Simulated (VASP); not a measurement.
Given:

```
MgSe
1.0
    0.00000     2.78460     2.78460
    2.78460     0.00000     2.78460
    2.78460     2.78460     0.00000
Mg Se
1 1
Direct
  0.00000   0.00000   0.00000
  0.50000   0.50000   0.50000
```

Level of theory: PBE GGA, VASP's PBE PAW potentials (set 64) (plane waves; VASP). Settings: 400 eV cut-off, KSPACING 0.5 per Å, Gaussian smearing of 0.050 eV, potentials Mg Se.

Q: Give the stress tensor in GPa (positive for a compressed cell).

A: 
```
-1.66   0.00   0.00
 0.00  -1.66   0.00
 0.00   0.00  -1.66
```
The pressure is its mean diagonal, -1.66 GPa.

The compound is MgSe in the rock salt structure. The cell was not relaxed at this level. The run is one of a series of settings (KGAMMA = .TRUE., KSPACING = 0.5, KPOINTS file removed against the base run), some of them coarse on purpose.
